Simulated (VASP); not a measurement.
These are PBEsol GGA, VASP's PBE PAW potentials (set 64) (plane waves; VASP) values and carry that method's errors.

The input files of a VASP run:

**INCAR**
```
ALGO = Normal   ! blocked Davidson
ICHARG = 11   ! fixed density
EDIFF = 1E-7
ISMEAR = 0   ! Gaussian
ENCUT = 520   ! plane-wave cut-off (eV)
PREC = Accurate
GGA = PS
SIGMA = 0.05   ! width (eV)
LORBIT = 11   ! lm-projected
LREAL = .False.
SYSTEM = SiO2
LCHARG = .False.
LWAVE = .False.
NELM = 100
LASPH = .True.   ! aspherical one-centre terms
```

File KPOINTS:
```
k-points along high-symmetry lines
10
Line-mode
Reciprocal
  0.000000   0.000000   0.000000 ! GAMMA
  0.000000   0.000000   0.500000 ! X

  0.000000   0.000000   0.500000 ! X
  0.250000   0.250000   0.250000 ! P

  0.250000   0.250000   0.250000 ! P
  0.000000   0.500000   0.000000 ! N

  0.000000   0.500000   0.000000 ! N
  0.000000   0.000000   0.000000 ! GAMMA

  0.000000   0.000000   0.000000 ! GAMMA
  0.500000   0.500000  -0.500000 ! M

  0.500000   0.500000  -0.500000 ! M
  0.364805   0.635195  -0.364805 ! S

 -0.364805   0.364805   0.364805 ! S_0
  0.000000   0.000000   0.000000 ! GAMMA

  0.000000   0.000000   0.500000 ! X
 -0.229609   0.229609   0.500000 ! R

  0.500000   0.500000  -0.229609 ! G
  0.500000   0.500000  -0.500000 ! M
```

File POSCAR:
```
SiO2
1
   -2.4898327102     2.4898327102     3.6737647069
    2.4898327102    -2.4898327102     3.6737647069
    2.4898327102     2.4898327102    -3.6737647069
Si O
2 4
Direct
  0.0000000000   0.0000000000   0.0000000000
  0.7500000000   0.2500000000   0.5000000000
  0.3750000000   0.2224498687   0.3474498687
  0.7775501313   0.1250000000   0.1525501313
  0.8750000000   0.0275501313   0.6525501313
  0.9724498687   0.6250000000   0.8474498687
```

POTCAR, in this order: Si O (PBE.64 set). Program: vasp_std. Read from the step before: CHGCAR.

Output

File OSZICAR:
```
       N       E                     dE             d eps       ncg     rms          rms(c)
DAV:   1     0.196226583143E+03    0.19623E+03   -0.15969E+04  3600   0.141E+03
DAV:   2    -0.358423110825E+02   -0.23207E+03   -0.22372E+03  5252   0.300E+02
DAV:   3    -0.492052889252E+02   -0.13363E+02   -0.13313E+02  4300   0.828E+01
DAV:   4    -0.493904283866E+02   -0.18514E+00   -0.18486E+00  4448   0.105E+01
DAV:   5    -0.493940751101E+02   -0.36467E-02   -0.36457E-02  4160   0.143E+00
DAV:   6    -0.493942046830E+02   -0.12957E-03   -0.12956E-03  4720   0.235E-01
DAV:   7    -0.493942075240E+02   -0.28411E-05   -0.28410E-05  4148   0.339E-02
DAV:   8    -0.493942076639E+02   -0.13987E-06   -0.13986E-06  4060   0.595E-03
DAV:   9    -0.493942076678E+02   -0.39490E-08   -0.39739E-08  2840   0.994E-04
   1 F= -.49394208E+02 E0= -.49394208E+02  d E =-.410382E-13
```

File OUTCAR:
```
 val. band max:       -0.5952204954   @ k =   0.0000   0.0000   0.0000

 cond. band min:       5.2076693381   @ k =  -0.0000   0.0000   0.0000



 k-point     1 :       0.0000    0.0000    0.0000
  band No.  band energies     occupation
      1     -19.6692      2.00000
      2     -17.6025      2.00000
      3     -17.6025      2.00000
      4     -17.5418      2.00000
      5      -9.8013      2.00000
      6      -6.0991      2.00000
      7      -6.0991      2.00000
      8      -5.8277      2.00000
      9      -3.1113      2.00000
     10      -2.6780      2.00000
     11      -2.1815      2.00000
     12      -2.1815      2.00000
     13      -2.1277      2.00000
     14      -1.2928      2.00000
     15      -0.5952      2.00000
     16      -0.5952      2.00000
     17       5.2077      0.00000
     18       8.0292      0.00000
     19       9.8068      0.00000
     20       9.8232      0.00000

 k-point     2 :       0.0000    0.0000    0.0556
  band No.  band energies     occupation
      1     -19.6566      2.00000
      2     -17.6237      2.00000
      3     -17.6033      2.00000
      4     -17.5433      2.00000
      5      -9.7688      2.00000
      6      -6.1296      2.00000
      7      -6.0834      2.00000
      8      -5.8079      2.00000
      9      -3.1194      2.00000
     10      -2.6677      2.00000
     11      -2.2237      2.00000
     12      -2.1838      2.00000
     13      -2.1385      2.00000
     14      -1.2841      2.00000
     15      -0.6050      2.00000
     16      -0.6046      2.00000
     17       5.2753      0.00000
     18       8.0690      0.00000
     19       9.5775      0.00000
     20       9.7836      0.00000

 k-point     3 :       0.0000    0.0000    0.1111
  band No.  band energies     occupation
      1     -19.6193      2.00000
      2     -17.6855      2.00000
      3     -17.6055      2.00000
      4     -17.5480      2.00000
      5      -9.6730      2.00000
      6      -6.2118      2.00000
...
```

The density is held fixed in this step, so its total energy and stress have no physical meaning.

The structure comes from a computed database's SiO2 entry (I-42d); how it stands against other phases isn't given here. It was relaxed first.
